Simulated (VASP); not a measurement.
The system is Hf.

```
CELL_PARAMETERS angstrom
3.19670 0.00000 0.00000
-1.59835 2.76842 0.00000
0.00000 0.00000 5.05780
ATOMIC_POSITIONS crystal
Hf 0.33333 0.66667 0.25000
Hf 0.66667 0.33333 0.75000
```

```yaml
Program: VASP 6.6.1
Task: relaxation of cell and atoms
Functional: PBEsol
Potentials_or_basis: VASP PAW PBE potentials, release 64 (Hf_pv)
Cutoff: 520 eV
k_mesh: 15 × 15 × 8
Occupations: gaussian, width 0.1 eV
Spin: no spin polarisation
```

At the start: pressure -4.1 GPa; volume 22.38 Å³/atom.

Task: How do energy, volume and symmetry change on relaxing?

Result: Over 7 steps the energy falls by 11.2 meV/atom and the volume is 21.54 Å³/atom (-3.8 %); space group P6_3/mmc (No. 194, to 0.05 Å).

The path:
```tsv
step	energy change (eV)	largest force (eV/Å)	pressure (GPa)	volume (Å³)
1	0.0000	0.0000	-4.14	44.76
2	0.0117	0.0000	5.80	41.12
3	-0.0224	0.0000	-0.04	43.09
4	-0.0224	0.0000	0.05	43.06
5	-0.0224	0.0000	-0.05	43.09
6	-0.0224	0.0000	-0.02	43.08
7	-0.0224	0.0000	0.00	43.08
```

Final structure:
```
Hf
1.0
     3.15796    0.00000    0.00000
    -1.57898    2.73487    0.00000
     0.00000    0.00000    4.98761
Hf
2
Direct
  0.33333 0.66667 0.25000
  0.66667 0.33333 0.75000
```

Caveat: the PAW data sets were made with another functional, which shifts forces and pressure a little.
